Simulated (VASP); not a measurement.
# Transverse strain, stress and strain energy of hexagonal Ru under uniaxial [0001] stress, calculated with PBEsol

A metal bar pulled along its axis becomes thinner, but not by enough to keep its volume. How much thinner, and whether compression is the exact mirror image of tension, depends on how the bonds respond to a change of length. For ruthenium the question has practical weight, because thin films used as interconnects or seed layers often grow with [0001] upright and carry strain from their substrate. Here the hexagonal crystal is strained along [0001] by up to 2 % either way, while the cell across the axis adjusts until the stress there vanishes. Strains and energies are counted from the crystal relaxed with PBEsol, and tension is positive. The results describe a static, perfect lattice.

## Method

The start is an entry of the ASE's table of reference states database. The crystal was relaxed with PBEsol. Strain is imposed along [0001]; the strain across the axis is adjusted until the stress across it vanishes, and the atoms are relaxed with PBEsol. VASP 6.6.1, plane waves with PAW, cutoff 450 eV, no spin polarisation, no spin-orbit coupling, k mesh 25×25×14, static lattice. The same in all rows: band gap on the k mesh at PBEsol: 0.000 eV.

Notes on method and selection:

- Runs that did not converge, have known faults or may not be shown are not listed, and runs on Ansatz's PAW sets soft_1 and soft_2 are kept to separate tables.

Columns:

- strain (%): strain along the axis (tension positive).
- transverse strain (%): strain across the axis.
- stress (GPa): stress along the axis, tension positive.
- strain energy (meV/atom): energy per atom above the relaxed crystal.

Input lines of one member:

```
PREC = Accurate
ENCUT = 450
EDIFF = 1E-07
NELM = 120
ISMEAR = 1
SIGMA = 0.15
LREAL = .FALSE.
ALGO = Normal
GGA = PS
NBANDS = 20
LASPH = .TRUE.
LORBIT = 11
KPAR = 2
IBRION = 1
NSW = 25
```

Command (options for logging and memory left out): `mpirun -np 2 vasp_std`

## Data

| member | strain (%) | transverse strain (%) | stress (GPa) | strain energy (meV/atom) |
| --- | --- | --- | --- | --- |
| −2 % | −2.0 | 0.498 | −13.11 | 10.91 |
| −1.5 % | −1.5 | 0.365 | −9.71 | 6.10 |
| −1 % | −1.0 | 0.240 | −6.39 | 2.71 |
| −0.5 % | −0.5 | 0.119 | −3.16 | 0.69 |
| 0 % | 0.0 | 0.000 | −0.02 | 0.00 |
| +0.5 % | 0.5 | ? | ? | ? |
| +1 % | 1.0 | −0.224 | 6.01 | 2.40 |
| +1.5 % | 1.5 | −0.330 | 8.91 | 5.41 |
| +2 % | 2.0 | −0.430 | 11.76 | 9.60 |

Cells marked ? are withheld until the estimate has been made.

Least-squares fits to the members shown, with x = strain (%); R² and errors in the fitted variable (y, or ln y where the fit is in ln y):

| y | members | fit | R² | rms residual | leave-one-out rms | the same for the mean of the others |
| --- | --- | --- | --- | --- | --- | --- |
| transverse strain (%) | 8 | y = 0.01528 − 0.2315 x | 1.00 | 0.012 | 0.018 | 0.36 |
| stress (GPa) | 8 | y = −0.3261 + 6.203 x | 1.00 | 0.24 | 0.35 | 9.6 |

## Why the values move as they do

The transverse strain falls steadily from 0.498 % at −2 % to −0.430 % at +2 %. Averaging the two directions at 1 % gives a Poisson ratio of (0.240 + 0.224) / (2 × 1.0) = 0.232. The volume therefore changes by about 1 − 2 × 0.232 = 0.536 of the axial strain. Compression along the axis crowds the electrons and raises the pressure sideways, and the crystal relieves it by widening. The widening stays modest because the bonds within the basal planes also resist stretching; the partly filled d band probably contributes to their stiffness.

The stress gives Young's modulus along [0001] in the same way: (6.01 + 6.39) / (2 × 0.010) = 620 GPa. Young's modulus and the Poisson ratio are combinations of the elastic constants; the separate constants would require other deformations.

Linear elasticity holds to about 3 % of the stress at 1 % strain. At 2 % the linear law gives 620 × 0.020 = 12.40 GPa, against 11.76 GPa in tension and 13.11 GPa in compression, a departure of 5 to 6 %. The sign is the usual one for anharmonic bonds: repulsion steepens as atoms approach, while the restoring force grows less than linearly as they separate. The Poisson ratio drifts too, from 0.498 / 2.0 = 0.249 at −2 % to 0.430 / 2.0 = 0.215 at +2 %.

The strain energy is nearly quadratic, growing by 9.60 / 2.40 = 4.00 when the tension doubles. Its asymmetry is odd, however. Compression costs 2.71 / 2.40 = 1.13 times as much as tension at 1 % and 10.91 / 9.60 = 1.14 times at 2 %, whereas anharmonicity alone would roughly double the excess. A small term linear in strain must be present, which puts the energy minimum slightly on the tensile side. A likely source is the plane-wave basis: at a fixed cutoff of 450 eV, energies and stresses need not agree exactly on the equilibrium cell.

## Estimating the withheld member

Plain estimates from the members shown:

- +0.5 %, fit at x = 0.5: −0.100 %
- +0.5 %, straight-line interpolation between 0 % and +1 %: w = (0.5 − 0.0) / (1.0 − 0.0) = 0.500, so 0.000 + 0.500 × (−0.224 − 0.000) = −0.112 %

The straight-line fit is the weaker of the two plain estimates for +0.5 %. It gives 0.015 % at zero strain, where the transverse strain is zero by definition, because it forces a line through curved data. Interpolation between 0 % and +1 % respects the zero and gives −0.112 %, but it still ignores the curvature.

That curvature can be taken from the rows at ±1 %. With the transverse strain written as −a x + b x², x in %, the part that does not change sign with x gives b = (0.240 − 0.224) / 2 = 0.008 per %. Midway along a chord 1 % wide, the curve lies below the chord by b × 0.5² = 0.008 × 0.25 = 0.002 %. The estimate is then −0.112 − 0.002 = −0.114 %. No internal shift of the atoms complicates this, since symmetry fixes their fractional positions and only the cell shape responds.

The same correction can be tried on four shown members, each from neighbours 0.5 % away on either side:

- −1.5 %: (0.498 + 0.240) / 2 = 0.369, and 0.369 − 0.002 = 0.367, against 0.365
- −1 %: (0.365 + 0.119) / 2 = 0.242, and 0.242 − 0.002 = 0.240, against 0.240
- −0.5 %: (0.240 + 0.000) / 2 = 0.120, and 0.120 − 0.002 = 0.118, against 0.119
- +1.5 %: (−0.224 − 0.430) / 2 = −0.327, and −0.327 − 0.002 = −0.329, against −0.330

The root-mean-square miss is about 0.001 %, which is taken as the error.

**Committed estimate, +0.5 %: transverse strain = −0.114 ± 0.001 %.**

## Outcome

| member | strain (%) | transverse strain (%) | stress (GPa) | strain energy (meV/atom) |
| --- | --- | --- | --- | --- |
| +0.5 % | 0.5 | −0.113 | 3.04 | 0.58 |

| member | estimate | transverse strain (%) | computed | estimate − computed | miss in error bars |
| --- | --- | --- | --- | --- | --- |
| +0.5 % | committed | −0.114 | −0.113 | −0.001 | 1.0 |
| +0.5 % | fit | −0.100 | −0.113 | +0.013 |  |
| +0.5 % | interpolation | −0.112 | −0.113 | +0.001 |  |

The computed transverse strain at +0.5 % is −0.113 %, so the estimate of −0.114 % missed by 0.001 %, exactly one error bar. Straight-line interpolation missed by the same amount on the other side, while the fit was off by 0.013 %. The reason for distrusting the fit was sound. The curvature correction had the right sign but brought no gain, and its 0.002 % is too close to the printed rounding for its size to be judged from this row.

The new row confirms a smooth response through zero strain: the mean Poisson ratio at ±0.5 % is (0.119 + 0.113) / (2 × 0.5) = 0.232, as at ±1 %. It does not test the role given to the d band, which remains a conjecture.

The strain energy is more telling. Compression by 0.5 % costs 0.69 / 0.58 = 1.19 times as much as tension, a larger ratio than the 1.13 at 1 %. Cubic anharmonicity alone would make the excess shrink towards zero strain, so the case for a small linear term is stronger. The incomplete plane-wave basis remains its likeliest source.

## Residuals

Least-squares fits to the whole series, with x = strain (%); R² and errors in the fitted variable (y, or ln y where the fit is in ln y):

| y | members | fit | R² | rms residual | leave-one-out rms | the same for the mean of the others |
| --- | --- | --- | --- | --- | --- | --- |
| transverse strain (%) | 9 | y = 0.01389 − 0.2319 x | 1.00 | 0.012 | 0.018 | 0.34 |
| stress (GPa) | 9 | y = −0.2967 + 6.211 x | 1.00 | 0.24 | 0.34 | 9.0 |

Largest departures from the fit to the whole series:

| member | transverse strain (%) | fit | computed − fit | in rms residuals |
| --- | --- | --- | --- | --- |
| −2 % | 0.498 | 0.478 | +0.020 | 1.7 |
| +2 % | −0.430 | −0.450 | +0.020 | 1.6 |
| 0 % | 0.000 | 0.014 | −0.014 | 1.1 |
| +0.5 % | −0.113 | −0.102 | −0.011 | 0.9 |

No single member stands out; the departures from the line form a pattern. Both ends lie above it by 0.020 %, while the members at 0 % and +0.5 % lie below it by 0.014 and 0.011 %, as expected when a straight line is drawn through a gently curved response. Adding the curvature found at ±1 %, in the form −0.232 x + 0.008 x² with x in %, gives 0.232 × 2 + 0.008 × 4 = 0.496 % at −2 % and −0.232 × 2 + 0.008 × 4 = −0.432 % at +2 %, each within 0.002 % of the computed value, so the end members need no separate explanation.

## What to take away

Between −2 and +2 %, the quadratic form reproduces all nine rows with a typical miss of 0.001 %, against 0.012 % for the straight line. For a new strain inside this range, the transverse strain that the same calculation would give can be estimated about as well; how close that comes to a real crystal is a separate question.

For small loads, Young's modulus of 620 GPa and the Poisson ratio of 0.232 sum up what PBEsol gives for the static lattice. By these figures, an elongation of 0.1 % along [0001] needs 620 × 0.001 = 0.62 GPa and narrows the crystal by 0.232 × 0.1 = 0.023 %. All rows share one functional and no measured modulus stands beside them, so they cannot show how far 620 GPa lies from the real value. PBEsol tends to make 4d metals somewhat too stiff, and the real crystal probably needs less stress for the same elongation. This applies to a crystal with free sides; a film clamped to its substrate is loaded differently.

The largest omission is plastic flow. Bulk ruthenium would be expected to yield at roughly a few tenths of a GPa, far below the 12 GPa reached here at 2 % tension and probably below even the 0.62 GPa of the example above, so these strains describe an ideal lattice. Thermal softening, roughly a few per cent of the modulus at room temperature, matters much less, and the error of the functional may well exceed it. Where the stress in a real film or bar has to be known closely, a measured modulus is the better choice.

[Logs are printed without paths, hosts, clocks, repeated set-up lines and the standing remarks that a program may print on its own settings, such as how far it seeks lower states.]
